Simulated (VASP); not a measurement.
Energy against volume of Yb (fcc). All values below come from optB88-vdW, VASP's PBE PAW potentials (set 64) (plane waves; VASP 6.6.1). Run with 520 eV cut-off, 9×9×9 Γ-centred mesh, Gaussian smearing of 0.050 eV, potentials Yb_2.

The 4f electrons are frozen in the core of the lanthanide potential, so 4f levels, which can set the real gap, and their magnetism are missing.

```tsv
V (Å³/atom)	E (eV/atom)
35.181	1.05459
36.304	1.04674
37.427	1.04333
38.550	1.04380
```

**Question.** Fit these four points and predict the energy of the run at 39.673 Å³/atom.

**Answer.** A cubic in V^(−2/3), the third-order Birch-Murnaghan form, passes through the four points with V0 = 37.84 Å³/atom and B0 = 18 GPa, and gives 1.0477 eV/atom there. The run gave 1.0476 eV/atom, -0.0 meV/atom from the fit; all five points give B0 = 18 GPa.

The compound is Yb in the fcc structure. It was relaxed first, which changed the volume by -8 %.
